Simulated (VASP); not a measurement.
A run of VASP 6.6.1 is set up as follows.

INCAR

```
SYSTEM = HF
PREC = Accurate
ENCUT = 520
EDIFF = 1E-7
ISMEAR = -1
SIGMA = 0.02
LREAL = Auto
LASPH = .True.
NELM = 100
ALGO = Normal
ISIF = 2
LWAVE = .False.
LCHARG = .False.
GGA = PE
NBANDS = 56
```

The input KPOINTS:

```
Automatic mesh
0
Gamma
  1 1 1
  0 0 0
```

File POSCAR:

```
HF
1.0
    7.6174120000      0.0000000000      0.0000000000
    0.0000000000      7.6174120000      0.0000000000
    0.0000000000      0.0000000000      7.6174120000
F H
10 10
Direct
    0.1373301063      0.3545036031      0.7004084852
    0.3953705012      0.8881100300      0.1630081188
    0.9228462370      0.7226470092      0.9689248789
    0.8128745038      0.3036070518      0.4424468573
    0.0603091969      0.3219859973      0.2376528931
    0.5818642867      0.4871733339      0.3774379015
    0.4843114696      0.7234740618      0.5856844818
    0.1784858164      0.9012903595      0.7301429934
    0.8181912702      0.8364651932      0.6806248631
    0.0442013639      0.6455473329      0.2508332226
    0.2395432990      0.2809746932      0.7151378972
    0.3572604449      0.7976331069      0.2386506073
    0.9513992416      0.7851616796      0.8583361383
    0.9240671241      0.2957041053      0.3702307293
    0.0706145342      0.4468578042      0.2375216150
    0.6773822920      0.4045337183      0.4003853277
    0.5108165345      0.6221535608      0.5045676931
    0.2552179139      0.8141085187      0.6825021411
    0.6916391026      0.8137015564      0.6677202178
   -0.0169742690      0.6955905759      0.1408089782
```

Potentials or basis: VASP PAW PBE potentials, release 64 (F, H).

Command:

```sh
$ cat potpaw_PBE.64/F/POTCAR potpaw_PBE.64/H/POTCAR > POTCAR
$ mpirun -np 1 vasp_gam > vasp.out
```

Q: Estimate the largest force.

A: 1.821 eV/Å.

Q: Estimate the pressure.

A: -0.9 GPa.

Q: What does it give for the band gap on the k mesh?

A: 6.90 eV, direct.

Stress tensor (GPa, compression positive):
```
-1.33 -0.04  0.33
-0.04 -0.35 -0.22
 0.33 -0.22 -1.07
```

As with any semilocal functional, this PBE gap is likely too small.
